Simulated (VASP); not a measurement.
Here is the system:

```
RhB
1.0
    2.93230     0.00000     0.00000
   -1.46615     2.53945     0.00000
    0.00000     0.00000     5.52251
Rh B
2 2
Direct
  0.00000   0.00000   0.00000
  0.00000   0.00000   0.50000
  0.33333   0.66667   0.25000
  0.66667   0.33333   0.75000
```

Calculation: PBEsol GGA, VASP's PBE PAW potentials (set 64) (plane waves; VASP). Settings: 520 eV cut-off, Gaussian smearing of 0.050 eV, potentials Rh_pv B.

Task: Give the energies of bands 9 to 21 at the high-symmetry points, in eV from the Fermi level.

Result: 
```json
[
 {"band": "9", "Γ": "-7.75", "M": "-6.71", "K": "-6.72", "A": "-5.72", "L": "-6.74", "H": "-6.36"},
 {"band": "10", "Γ": "-5.79", "M": "-6.51", "K": "-6.12", "A": "-5.72", "L": "-6.74", "H": "-6.36"},
 {"band": "11", "Γ": "-4.99", "M": "-5.46", "K": "-6.12", "A": "-4.22", "L": "-4.72", "H": "-5.11"},
 {"band": "12", "Γ": "-4.99", "M": "-5.33", "K": "-5.01", "A": "-4.22", "L": "-4.72", "H": "-5.11"},
 {"band": "13", "Γ": "-3.33", "M": "-3.48", "K": "-5.01", "A": "-4.22", "L": "-4.17", "H": "-4.80"},
 {"band": "14", "Γ": "-3.33", "M": "-3.14", "K": "-2.60", "A": "-4.22", "L": "-4.17", "H": "-4.80"},
 {"band": "15", "Γ": "-3.19", "M": "-2.01", "K": "-2.60", "A": "-2.56", "L": "-2.68", "H": "-3.03"},
 {"band": "16", "Γ": "-3.19", "M": "-1.83", "K": "-1.31", "A": "-2.56", "L": "-2.68", "H": "-3.03"},
 {"band": "17", "Γ": "-1.53", "M": "-1.00", "K": "-0.70", "A": "-2.56", "L": "-0.90", "H": "-0.09"},
 {"band": "18", "Γ": "-1.53", "M": "-0.78", "K": "-0.37", "A": "-2.56", "L": "-0.90", "H": "-0.09"},
 {"band": "19", "Γ": "0.54", "M": "-0.42", "K": "-0.18", "A": "0.47", "L": "0.52", "H": "1.56"},
 {"band": "20", "Γ": "1.51", "M": "0.88", "K": "-0.18", "A": "0.47", "L": "0.52", "H": "1.56"},
 {"band": "21", "Γ": "3.43", "M": "1.06", "K": "3.97", "A": "5.72", "L": "4.43", "H": "2.01"}
]
```

It has no gap at this level: it comes out as a metal or semimetal.

The structure was generated: RhB was put into the NiAs type type (P6_3/mmc), which need not be its known phase. It was relaxed first, which changed the volume by -27 %.
